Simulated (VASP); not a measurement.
A convergence study with VASP on EuS (rock salt): one setting is varied, all else stays as given below, so the limit is that of these other settings. ε∞ is the independent-particle value.

```
CELL_PARAMETERS angstrom
      0.00000     2.98500     2.98500
      2.98500     0.00000     2.98500
      2.98500     2.98500     0.00000
ATOMIC_POSITIONS crystal
  Eu 0.00000 0.00000 0.00000
  S  0.50000 0.50000 0.50000
```

Calculation: PBE GGA, VASP's PBE PAW potentials (set 64) (plane waves; VASP). The tightest run used: 550 eV cut-off, 7×7×7 Γ-centred mesh, Gaussian smearing of 0.050 eV, potentials Eu_2 S.

The 4f electrons are frozen in the core of the lanthanide potential, so 4f levels, which can set the real gap, and their magnetism are missing.

Problem. The settings run are NBANDS = 8; NBANDS = 9; NBANDS = 11; NBANDS = 15; NBANDS = 23; NBANDS = 39; NBANDS = 71; NBANDS = 135. From which on does the mean ε∞ stay within 0.3  of the tightest run?

Solution. From NBANDS = 15 on: it is off by 0.20 there and by no more than 0.3 in any finer run, while NBANDS = 11 is off by 0.94.
```csv
setting,mean ε∞,bands,difference judged ()
NBANDS = 8,2.70,8,2.88
NBANDS = 9,3.57,9,2.02
NBANDS = 11,4.65,11,0.94
NBANDS = 15,5.39,15,0.20
NBANDS = 23,5.55,23,0.03
NBANDS = 39,5.58,39,0.00
NBANDS = 71,5.58,71,0.00
NBANDS = 135,5.58,135,0.00
```

Left out are rungs that failed or repeat a setting and relaxations that didn't move; long series are thinned to 24 rows.

The compound is EuS in the rock salt structure. The cell was not relaxed at this level.
